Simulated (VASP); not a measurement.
# BaHg (Pm-3m) in VASP: a series of runs

The runs below take BaHg through single point, with LDA.

All numbers are computed with VASP 6.6.1; they aren't measurements. Logs are shortened: lines on timing, memory, paths and dates and some standing lists are left out, and cuts for length are marked.

### Step 1. Starting point

It takes space group Pm-3m (No. 221, cubic). The conventional cell has a = 4.179 Å, b = 4.179 Å, c = 4.179 Å, α = 90.00°, β = 90.00°, γ = 90.00°. Ba (site symmetry m-3m) is surrounded by 8 Hg at 3.62 Å. Hg (site symmetry m-3m) is surrounded by 8 Ba at 3.62 Å.

The cell comes from a database or a generator and needn't be the stable form of this composition.

### Step 2. Single point, LDA

The input, INCAR:

```
SYSTEM = BaHg
ALGO = Normal
EDIFF = 1E-6
ENCUT = 520
ISIF = 2
ISMEAR = 0
LASPH = .True.
LCHARG = .True.
LELF = .True.
LREAL = .False.
LVHAR = .True.
LWAVE = .False.
NBANDS = 18
NELM = 100
PREC = Accurate
SIGMA = 0.15
```

The input, KPOINTS:

```
k-points
0
Gamma
  12 12 12
  0 0 0
```

The input, POSCAR:

```
BaHg
1.0
    4.1787600400      0.0000000000      0.0000000000
    0.0000000000      4.1787600400      0.0000000000
    0.0000000000      0.0000000000      4.1787600400
Ba Hg
1 1
Direct
    0.0000000000      0.0000000000      0.0000000000
    0.5000000000      0.5000000000      0.5000000000
```

Potentials or basis: VASP PAW LDA potentials, release 64 (Ba_sv, Hg).

Started as:

```
$ cat potpaw_LDA.64/Ba_sv/POTCAR potpaw_LDA.64/Hg/POTCAR > POTCAR
$ mpirun -np 1 vasp_std > vasp.out
```

OUTCAR:

```text
SYSTEM = BaHg
   EDIFF = 1E-6
   ENCUT = 520
   ISIF = 2
   ISMEAR = 0
   LASPH = .True.
   LREAL = .False.
   NELM = 100
   PREC = Accurate

 ion  position               nearest neighbor table
   1  0.000  0.000  0.000-   2 3.62   2 3.62   2 3.62   2 3.62   2 3.62   2 3.62   2 3.62   2 3.62

   2  0.500  0.500  0.500-   1 3.62   1 3.62   1 3.62   1 3.62   1 3.62   1 3.62   1 3.62   1 3.62

  LATTYP: Found a simple cubic cell.
 ALAT       =     4.1787600400

  Lattice vectors:

 A1 = (   4.1787600400,   0.0000000000,   0.0000000000)
 A2 = (   0.0000000000,   4.1787600400,   0.0000000000)
 A3 = (   0.0000000000,   0.0000000000,   4.1787600400)

Analysis of symmetry for initial positions (statically):
=====================================================================
 Subroutine PRICEL returns:
 Original cell was already a primitive cell.

 Routine SETGRP: Setting up the symmetry group for a
 simple cubic supercell.

 Subroutine GETGRP returns: Found 48 space group operations
 (whereof 48 operations were pure point group operations)
 out of a pool of 48 trial point group operations.

The static configuration has the point symmetry O_h .

Analysis of symmetry for dynamics (positions and initial velocities):
=====================================================================
 Subroutine PRICEL returns:
 Original cell was already a primitive cell.

 Routine SETGRP: Setting up the symmetry group for a
 simple cubic supercell.

 Subroutine GETGRP returns: Found 48 space group operations
 (whereof 48 operations were pure point group operations)
 out of a pool of 48 trial point group operations.

The dynamic configuration has the point symmetry O_h .

 Subroutine INISYM returns: Found 48 space group operations
 (whereof 48 operations are pure point group operations),
 and found     1 'primitive' translations

----------------------------------------------------------------------------------------

                                     Primitive cell

  volume of cell :      72.9697

  direct lattice vectors                    reciprocal lattice vectors
     4.178760040  0.000000000  0.000000000     0.239305438  0.000000000  0.000000000
     0.000000000  4.178760040  0.000000000     0.000000000  0.239305438  0.000000000
     0.000000000  0.000000000  4.178760040     0.000000000  0.000000000  0.239305438

  length of vectors
     4.178760040  4.178760040  4.178760040     0.239305438  0.239305438  0.239305438

  position of ions in fractional coordinates (direct lattice)
     0.000000000  0.000000000  0.000000000
     0.500000000  0.500000000  0.500000000

  ion indices of the primitive-cell ions
   primitive index   ion index
                 1           1
                 2           2

----------------------------------------------------------------------------------------

 KPOINTS: k-points

Automatic generation of k-mesh.
 Grid dimensions read from file:
 generate k-points for:   12   12   12

 Generating k-lattice:

  Cartesian coordinates                     Fractional coordinates (reciprocal lattice)
     0.019942120  0.000000000  0.000000000     0.083333333  0.000000000  0.000000000
     0.000000000  0.019942120  0.000000000     0.000000000  0.083333333  0.000000000
     0.000000000  0.000000000  0.019942120     0.000000000  0.000000000  0.083333333

  Length of vectors
     0.019942120  0.019942120  0.019942120

  Shift w.r.t. Gamma in fractional coordinates (k-lattice)
     0.000000000  0.000000000  0.000000000

 Subroutine IBZKPT returns following result:
 ===========================================

 Found     84 irreducible k-points:

 Following reciprocal coordinates:
            Coordinates               Weight
  0.000000  0.000000  0.000000      1.000000
  0.083333  0.000000  0.000000      6.000000
  0.166667  0.000000  0.000000      6.000000
  0.250000  0.000000  0.000000      6.000000
  0.333333  0.000000  0.000000      6.000000
  0.416667  0.000000  0.000000      6.000000
[... 16 lines left out ...]
  0.333333  0.333333  0.000000     12.000000
  0.416667  0.333333  0.000000     24.000000
 [... further k-points ...]
   k-points           NKPTS =     84   k-points in BZ     NKDIM =     84   number of bands    NBANDS=     18
   number of dos      NEDOS =    301   number of ions     NIONS =      2
   total plane-waves  NPLWV =  32768
   dimension x,y,z NGX =    32 NGY =   32 NGZ =   32
   dimension x,y,z NGXF=    64 NGYF=   64 NGZF=   64
   ions per type =               1   1
   NGX,Y,Z   is equivalent  to a cutoff of  12.73, 12.73, 12.73 a.u.
   NGXF,Y,Z  is equivalent  to a cutoff of  25.46, 25.46, 25.46 a.u.
 SYSTEM =  BaHg
   PREC   = accura    normal or accurate (medium, high low for compatibility)
   ISTART =      0    job   : 0-new  1-cont  2-samecut
   ICHARG =      2    charge: 1-file 2-atom 10-const
   ISPIN  =      1    spin polarized calculation?
   LNONCOLLINEAR =      F non collinear calculations
   LSORBIT =      F    spin-orbit coupling
   LASPH  =      T    aspherical Exc in radial PAW
   ENCUT  =  520.0 eV  38.22 Ry    6.18 a.u.   7.77  7.77  7.77*2*pi/ulx,y,z
   NELM   =    100;   NELMIN=  2; NELMDL= -5     # of ELM steps
   EDIFF  = 0.1E-05   stopping-criterion for ELM
   LREAL  =      F    real-space projection
   EDIFFG = 0.1E-04   stopping-criterion for IOM
   NSW    =      0    number of steps for IOM
   IBRION =     -1    ionic relax: 0-MD 1-quasi-New 2-CG
   NFREE  =      0    steps in history (QN), initial steepest desc. (CG)
   ISIF   =      2    stress and relaxation
   ISYM   =      2    0-nonsym 1-usesym 2-fastsym
   POTIM  = 0.5000    time-step for ionic-motion
   TEBEG  =    0.0;   TEEND  =   0.0 temperature during run
   PSTRESS=    0.0 pullay stress
   NELECT =      22.0000    total number of electrons
   NUPDOWN=      -1.0000    fix difference up-down
   EMIN   =  10.00;   EMAX   =-10.00  energy-range for DOS
   EFERMI =   0.00;   METHOD = LEGACY
   ISMEAR =     0;   SIGMA  =   0.15  broadening in eV -4-tet -1-fermi 0-gaus
   EFERMI_NEDOS =   21; number of points for ismear=-14 and -15
   IALGO  =     38    algorithm
   IMIX   =      4    mixing-type and parameters
     AMIX     =   0.40;   BMIX     =  1.00
     AMIX_MAG =   1.60;   BMIX_MAG =  1.00
  volume/ion in A,a.u.               =      36.48       246.21
  Fermi-wavevector in a.u.,A,eV,Ry     =   1.097745  2.074438 16.395632  1.205045
  Thomas-Fermi vector in A             =   2.234111
   LORBIT       =      0    0 simple, 1 ext, 2 COOP (PROOUT), +10 PAW based schemes
   GGA     = CA    functional components
   LHFCALC =     F    Hartree Fock is set to
   AEXX    =    0.0000 exact exchange contribution
   IVDW    =     0    specifies the selected vdW correction
   LEPSILON=     F    determine dielectric tensor
   LRPA    =     F    only Hartree local field effects (RPA)
 non-spin polarized calculation
 Gauss-broadening in eV      SIGMA  =   0.15
  energy-cutoff  :      520.00
  volume of cell :       72.97
 maximum number of plane-waves:      1988
 NGX is ok and might be reduce to    32
   NGX = 15   NGY = 15   NGZ = 15

 number of electron      21.9999999 magnetization

 Free energy of the ion-electron system (eV)
  ---------------------------------------------------
  ext. energy  EPLUGINS =         0.00000000
  ---------------------------------------------------
  free energy    TOTEN  =        -4.33069973 eV

  energy without entropy =       -4.31216346  energy(sigma->0) =       -4.32143160

 E-fermi :   2.3584     XC(G=0):  -9.3530

 val. band max:        2.3534876863   @ k =   0.4167   0.4167   0.0833
 cond. band min:       2.3651894453   @ k =   0.5000   0.5000   0.1667
 fundamental gap:      0.0117017590
 Fermi energy:         2.3584090573

 k-point     1 :       0.0000    0.0000    0.0000
  band No.  band energies     occupation
      1     -25.9891      2.00000
      2     -11.0187      2.00000
      3     -11.0187      2.00000
      4     -11.0187      2.00000
      5      -4.8303      2.00000
      6      -4.8303      2.00000
[... 10 lines left out ...]
     17       7.1403      0.00000
     18       7.1403      0.00000

 k-point     2 :       0.0833    0.0000    0.0000
  band No.  band energies     occupation
      1     -25.9868      2.00000
      2     -11.0598      2.00000
      3     -11.0164      2.00000
      4     -11.0164      2.00000
      5      -4.8269      2.00000
      6      -4.8121      2.00000
[... 10 lines left out ...]
     17       7.5877      0.00000
     18       7.5877      0.00000

 k-point     3 :       0.1667    0.0000    0.0000
  band No.  band energies     occupation
      1     -25.9805      2.00000
      2     -11.1689      2.00000
      3     -11.0102      2.00000
      4     -11.0102      2.00000
      5      -4.8177      2.00000
      6      -4.7627      2.00000
[... 10 lines left out ...]
     17       8.3109      0.00000
     18       8.3109      0.00000

 k-point     4 :       0.2500    0.0000    0.0000
  band No.  band energies     occupation
      1     -25.9719      2.00000
      2     -11.3112      2.00000
      3     -11.0017      2.00000
      4     -11.0017      2.00000
      5      -4.8050      2.00000
      6      -4.6962      2.00000
[... 10 lines left out ...]
     17       9.0752      0.00000
     18       9.0752      0.00000

 k-point     5 :       0.3333    0.0000    0.0000
  band No.  band energies     occupation
      1     -25.9632      2.00000
      2     -11.4468      2.00000
      3     -10.9932      2.00000
      4     -10.9932      2.00000
      5      -4.7922      2.00000
      6      -4.6311      2.00000
[... 10 lines left out ...]
     17       9.6759      0.00000
     18       9.8712      0.00000

 k-point     6 :       0.4167    0.0000    0.0000
  band No.  band energies     occupation
      1     -25.9569      2.00000
      2     -11.5423      2.00000
      3     -10.9869      2.00000
      4     -10.9869      2.00000
      5      -4.7828      2.00000
      6      -4.6134      2.00000
[... 10 lines left out ...]
     17       9.3387      0.00000
     18      10.2390      0.00000

 k-point     7 :       0.5000    0.0000    0.0000
  band No.  band energies     occupation
      1     -25.9545      2.00000
      2     -11.5764      2.00000
      3     -10.9846      2.00000
      4     -10.9846      2.00000
      5      -4.7793      2.00000
      6      -4.6131      2.00000
[... 10 lines left out ...]
     17       9.2243      0.00000
     18       9.6818      0.00000

 k-point     8 :       0.0833    0.0833    0.0000
  band No.  band energies     occupation
      1     -25.9845      2.00000
      2     -11.0642      2.00000
      3     -11.0497      2.00000
      4     -11.0140      2.00000
      5      -4.8165      2.00000
      6      -4.8014      2.00000
[... 10 lines left out ...]
     17       7.3468      0.00000
     18       7.9673      0.00000
[... 229 lines left out ...]
     17       7.2220      0.00000
     18       9.7958      0.00000

 k-point    20 :       0.3333    0.2500    0.0000
  band No.  band energies     occupation
      1     -25.9470      2.00000
      2     -11.3955      2.00000
      3     -11.2421      2.00000
      4     -10.9650      2.00000
      5      -4.7445      2.00000
      6      -4.6977      2.00000
[... 10 lines left out ...]
     17       7.4853      0.00000
     18       9.7620      0.00000

 k-point    21 :       0.4167    0.2500    0.0000
  band No.  band energies     occupation
      1     -25.9409      2.00000
      2     -11.4812      2.00000
      3     -11.2285      2.00000
      4     -10.9559      2.00000
      5      -4.7397      2.00000
      6      -4.7126      2.00000
[... 10 lines left out ...]
     17       7.8581      0.00000
     18       9.5759      0.00000

 k-point    22 :       0.5000    0.2500    0.0000
  band No.  band energies     occupation
      1     -25.9387      2.00000
      2     -11.5123      2.00000
      3     -11.2232      2.00000
      4     -10.9526      2.00000
      5      -4.7369      2.00000
      6      -4.7192      2.00000
[... 10 lines left out ...]
     17       8.0973      0.00000
     18       9.4908      0.00000

 k-point    23 :       0.3333    0.3333    0.0000
  band No.  band energies     occupation
      1     -25.9389      2.00000
      2     -11.3833      2.00000
      3     -11.3456      2.00000
      4     -10.9507      2.00000
      5      -4.7469      2.00000
      6      -4.7236      2.00000
[... 10 lines left out ...]
     17       7.3358      0.00000
     18       9.2951      0.00000

 k-point    24 :       0.4167    0.3333    0.0000
  band No.  band energies     occupation
      1     -25.9329      2.00000
      2     -11.4501      2.00000
      3     -11.3429      2.00000
      4     -10.9402      2.00000
      5      -4.7605      2.00000
      6      -4.7328      2.00000
[... 10 lines left out ...]
     17       7.6640      0.00000
     18       8.8681      0.00000

 [... further k-points ...]

------------------------ aborting loop because EDIFF is reached ----------------------------------------

  FORCE on cell =-STRESS in cart. coord.  units (eV):
  Direction    XX          YY          ZZ          XY          YZ          ZX
  --------------------------------------------------------------------------------------
  -------------------------------------------------------------------------------------
  Total       -1.1749026     -1.1749026     -1.1749026      0.0000000      0.0000000     -0.0000000
  in kB      -25.7970567    -25.7970567    -25.7970567      0.0000000      0.0000000     -0.0000000
  external PRESSURE =     -25.7970567 kB  Pullay stress =       0.0000000 kB

 VOLUME and BASIS-vectors are now :
 -----------------------------------------------------------------------------
  energy-cutoff  :      520.00
  volume of cell :       72.97
      direct lattice vectors                 reciprocal lattice vectors
     4.178760040  0.000000000  0.000000000     0.239305438  0.000000000  0.000000000
     0.000000000  4.178760040  0.000000000     0.000000000  0.239305438  0.000000000
     0.000000000  0.000000000  4.178760040     0.000000000  0.000000000  0.239305438

 POSITION                                       TOTAL-FORCE (eV/Angst)
 -----------------------------------------------------------------------------------
      0.00000      0.00000      0.00000         0.000000      0.000000      0.000000
      2.08938      2.08938      2.08938         0.000000      0.000000      0.000000
 -----------------------------------------------------------------------------------
    total drift:                                0.000000      0.000000     -0.000000

  FREE ENERGIE OF THE ION-ELECTRON SYSTEM (eV)
  ---------------------------------------------------
  free  energy   TOTEN  =        -4.3306997290 eV

  energy  without entropy=       -4.3121634627  energy(sigma->0) =       -4.32143160
```

It took 39 s on 1 thread of Intel Xeon Platinum 8488C (Sapphire Rapids), shared host; peak memory 0.23 GiB.

Results:

```
Free energy            : -4.3307 eV
Pressure               : -2.6 GPa
Band gap on the k mesh : none (metal or under the smearing width)
```

Spin-orbit coupling is left out, which matters for the levels of Ba, Hg.

(Part 1 of 2 ends here.)
